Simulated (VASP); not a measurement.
An input for Quantum ESPRESSO's pw.x (written as the equivalent of a VASP run, and not itself run):

```
&CONTROL
  calculation = 'vc-relax'
  pseudo_dir = './pseudo'
  outdir = './out'
  tprnfor = .true.
  tstress = .true.
  nstep = 40
  forc_conv_thr = 0.00078
/
&SYSTEM
  ibrav = 0
  nat = 2
  ntyp = 2
  ecutwfc = 84
  occupations = 'smearing'
  smearing = 'methfessel-paxton'
  degauss = 0.00735
  input_dft = 'pz'
/
&ELECTRONS
  conv_thr = 7.3e-08
  electron_maxstep = 100
/
&IONS
/
&CELL
/
ATOMIC_SPECIES
  Zn 65.380 Zn.upf
  Au 196.967 Au.upf
CELL_PARAMETERS angstrom
     3.0983940    0.0000000   -0.0000000
     0.0000000    3.0983940   -0.0000000
     0.0000000    0.0000000    3.0983940
ATOMIC_POSITIONS crystal
  Zn   0.5000000  0.5000000  0.5000000
  Au   0.0000000  0.0000000  0.0000000
K_POINTS automatic
  12 12 12 0 0 0
```

Q: Translate this input to VASP (INCAR, KPOINTS, POSCAR, choice of POTCAR).

A: This is not unique; one that fits is 
### POSCAR
```
AuZn
1
    3.0983940165     0.0000000000    -0.0000000000
    0.0000000000     3.0983940165    -0.0000000000
    0.0000000000     0.0000000000     3.0983940165
Zn Au
1 1
Direct
  0.5000000000   0.5000000000   0.5000000000
  0.0000000000   0.0000000000   0.0000000000
```

KPOINTS:
```
Automatic mesh
0
Gamma
12 12 12
0 0 0
```

### INCAR
```
# general
SYSTEM   =  AuZn
PREC     =  Accurate
ENCUT    =  500
LREAL    =  .False.
LASPH    =  .True.

# electronic loop
EDIFF    =  1E-6
NELM     =  100
ALGO     =  Normal
LMAXMIX  =  6

# smearing
ISMEAR   =  1
SIGMA    =  0.1

# ions
IBRION   =  2
NSW      =  40
ISIF     =  3
EDIFFG   =  -0.02

# output
LWAVE    =  .False.
LCHARG   =  .False.
```

POTCAR, in this order: Zn Au (LDA.64 set). Program: vasp_std.

Limits of the translation: the potentials are each code's own (VASP's PAW set, PseudoDojo norm-conserving files in pw.x), so ENCUT and ecutwfc are chosen apart and not converted; conv_thr bounds pw.x's estimated SCF error, while EDIFF bounds the energy change between steps; forc_conv_thr acts on force components and is met together with etot_conv_thr.

The compound is AuZn in the CsCl type structure. This run relaxes it. Symmetry was kept, so distortions that lower it aren't found.
